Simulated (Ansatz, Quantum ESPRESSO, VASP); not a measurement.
# Code comparison for ScIn3 (P1, 4 atoms in the cell)

Self-consistent single point, at a second geometry (atoms moved at random). First geometry:

```
CELL_PARAMETERS angstrom
      4.49569     0.00000     0.00000
      0.00000     4.49569     0.00000
      0.00000     0.00000     4.49569
ATOMIC_POSITIONS crystal
  Sc 0.00000 0.00000 0.00000
  In 0.00000 0.50000 0.50000
  In 0.50000 0.00000 0.50000
  In 0.50000 0.50000 0.00000
```

Second geometry:
```xyz
4
Lattice="4.4957 0.0000 0.0000 0.0000 4.4957 0.0000 0.0000 0.0000 4.4957" Properties=species:S:1:pos:R:3 pbc="T T T"
Sc     0.0482     0.0788    -0.0440
In    -0.0040     2.2646     2.2687
In     2.2132    -0.0567     2.2601
In     2.2383     2.2090     0.0108
```

Shared settings, as Ansatz (a program for electronic structure) writes them: kpoints.mp_grid.grid = 6 6 6; scf.occupations.method = fermi_dirac; scf.occupations.width = 0.0073 Ry. Potentials and cutoffs stand in the table.

```
code                                                                              model  ΔF from the first geometry (meV/atom)  pressure (GPa)  largest force (eV/Å)   cutoff
----------------  ---------------------------------------------------------------------  -------------------------------------  --------------  --------------------  -------
Ansatz                                                  PBEsol, PAW files made with PBE                                   10.6           -1.46                 0.546  default
VASP                                         PBEsol, VASP's PBE PAW potentials (set 64)                                   10.7           -1.97                 0.548   300 eV
Quantum ESPRESSO  PBEsol, PseudoDojo standard norm-conserving (PBESOL) pseudopotentials                                   10.7           -1.36                 0.547    80 Ry
```

Size of the force on each atom (eV/Å): Sizes of forces hide their directions.

| code | Sc1 | In2 | In3 | In4 |
|---|---|---|---|---|
| Ansatz | 0.546 | 0.184 | 0.315 | 0.251 |
| VASP | 0.548 | 0.185 | 0.315 | 0.253 |
| Quantum ESPRESSO | 0.547 | 0.184 | 0.316 | 0.251 |

The spread over the programs that give each value: ΔF from the first geometry within 0.1 meV/atom; pressure within 0.61 GPa; largest force within 0.002 eV/Å.

Ansatz's pressure is given at a fixed set of plane waves, as the other plane-wave codes print theirs.

VASP's run is marked for a possible Pulay error in its stress at this cutoff; no cutoff test was made.

The starting cell comes from a database of computed structures (which also holds hypothetical and non-ambient phases and stackings), without a prior relaxation at this level. For this run, on top of that: atoms moved at random.

Left out of this page: CP2K, FLEUR and SIESTA (not drawn, or without a comparable value).

Keys are those of Ansatz 0.2.
